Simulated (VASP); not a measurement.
Input:

```
MgH2
1.0
    4.55752     0.00000     0.00000
    0.00000     4.55752     0.00000
    0.00000     0.00000     3.03817
Mg H
2 4
Direct
  0.00000   0.00000   0.00000
  0.50000   0.50000   0.50000
  0.30436   0.30436   0.00000
  0.80436   0.19564   0.50000
  0.19564   0.80436   0.50000
  0.69564   0.69564   0.00000
```

Calculation: RPBE GGA, VASP's PBE PAW potentials (set 64) (plane waves; VASP). Numerical set-up: 520 eV cut-off, 6×6×8 Γ-centred mesh, tetrahedra with Blöchl corrections, potentials Mg H.

The cores are frozen, which limits the accuracy of field gradients.

Q: Give the principal components of the electric field gradient (V/Å²) and the asymmetry η at each nucleus.

A: 
```csv
atom,Vxx,Vyy,Vzz,η
Mg1,5.2,0.4,-5.6,0.84
Mg2,5.2,0.4,-5.6,0.84
H3,4.1,1.0,-5.1,0.60
H4,4.1,1.0,-5.1,0.60
H5,4.1,1.0,-5.1,0.60
H6,4.1,1.0,-5.1,0.60
```

The compound is MgH2 in the rutile structure. It was relaxed first.
